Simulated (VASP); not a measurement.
The system is HfIn4SiO6.

```
Hf In Si O
1.0
     2.71585   -4.70357    0.00833
     2.71585    4.70357    0.00833
    -1.87915    0.00000    7.40127
Hf In Si O
1 4 1 6
Direct
  0.78835 0.21165 0.00000
  0.62175 0.37825 0.50000
  0.45502 0.54498 0.00000
  0.28407 0.71593 0.50000
  0.95814 0.04186 0.50000
  0.12168 0.87832 0.00000
  0.06219 0.11415 0.86666
  0.88585 0.93781 0.13334
  0.79490 0.53784 0.86663
  0.46216 0.20510 0.13337
  0.15352 0.62879 0.13333
  0.37121 0.84648 0.86667
```

The cell was built by a generator and needn't be a form met in nature.

| Property | Result |
| --- | --- |
| Program | VASP 6.6.1 |
| Task | relaxation of cell and atoms |
| Functional | SCAN |
| Potentials or basis | VASP PAW PBE potentials, release 64 (Hf_pv, In_d, Si, O) |
| Cutoff | 600 eV |
| k mesh | 6 × 6 × 4 |
| Occupations | fermi-dirac, width 0.05 eV |
| Spin | no spin polarisation |

At the start: pressure -5.8 GPa; volume 15.77 Å³/atom.

Where does the relaxation end?

Over 11 steps the energy falls by 13.3 meV/atom and the volume is 14.99 Å³/atom (-4.9 %); space group C2 (No. 5, to 0.05 Å).

Step by step:
```
step  energy change (eV)  largest force (eV/Å)  pressure (GPa)  volume (Å³)
   1              0.0000                0.4684           -5.76       189.24
   2              0.0839                1.0120            7.69       174.12
   3             -0.1464                0.1469           -0.43       182.32
   4             -0.1464                0.1637           -0.27       182.13
   5             -0.1532                0.0748           -0.17       181.36
   6             -0.1558                0.0739           -0.05       180.46
   7             -0.1589                0.0288            0.01       179.99
   8             -0.1591                0.0248            0.02       179.91
   9             -0.1593                0.0262            0.04       179.74
  10             -0.1592                0.0238            0.03       179.82
  11             -0.1594                0.0069           -0.05       179.89
```

Final structure:
```
Hf In Si O
1.0
     2.67955   -4.63710    0.00757
     2.67955    4.63710    0.00757
    -1.85558    0.00000    7.23367
Hf In Si O
1 4 1 6
Direct
  0.78823 0.21177 0.00000
  0.62178 0.37823 0.50000
  0.45485 0.54515 0.00000
  0.28451 0.71549 0.50000
  0.95787 0.04213 0.50000
  0.12165 0.87835 0.00000
  0.06174 0.11440 0.86576
  0.88560 0.93826 0.13424
  0.79399 0.53674 0.86568
  0.46326 0.20601 0.13432
  0.15392 0.62856 0.13430
  0.37144 0.84608 0.86570
```

Caveat: the PAW data sets were made with another functional, which shifts forces and pressure a little.
